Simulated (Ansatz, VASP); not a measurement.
**SiF and the effect of the dispersion correction**

The cell as given:

The structure is cubic, space group Pm-3m (No. 221). Conventional cell: a = 3.029 Å, b = 3.029 Å, c = 3.029 Å, α = 90.00°, β = 90.00°, γ = 90.00°. Si (site symmetry m-3m) is surrounded by 8 F at 2.62 Å. F (site symmetry m-3m) is surrounded by 8 Si at 2.62 Å.

The cell comes from a database or a generator and needn't be the stable form of this composition.

Kept alike: task relaxation of cell and atoms; functional PBE; k mesh 9 × 9 × 9; occupations fermi-dirac, width 0.05 eV; no spin polarisation. Program: Ansatz, Ansatz PAW, cutoff 420 eV. The mesh is that of the run's cell of 2 atoms. No spin-orbit coupling.

| dispersion correction | volume (Å³/atom) |
| --- | --- |
| D3(BJ) | 13.622 |
| D4 | 13.877 |
| none | 13.925 |

The relaxations keep at least the cell's symmetry (Pm-3m). For a metal such a mesh leaves the last digits unconverged. Relaxations stop with a little pressure left, so the last digits of a volume or edge aren't settled. Ansatz's relaxations hold a Pulay term in the stress (up to 0.5 GPa here).

Problem. What does the dispersion correction change here?

Solution. The volume runs from 13.622 (D3(BJ)) to 13.925 Å³/atom (none). Against no correction: D3(BJ) -2.2 %; D4 -0.3 %. Dispersion terms mostly attract and so lower the volume; the schemes' coefficients and damping set how far. A twin series (VASP, PBE PAW files F, Si, 600 eV) moves it by +0.2998 between D3(BJ) and none, against +0.3029 Å³/atom here.
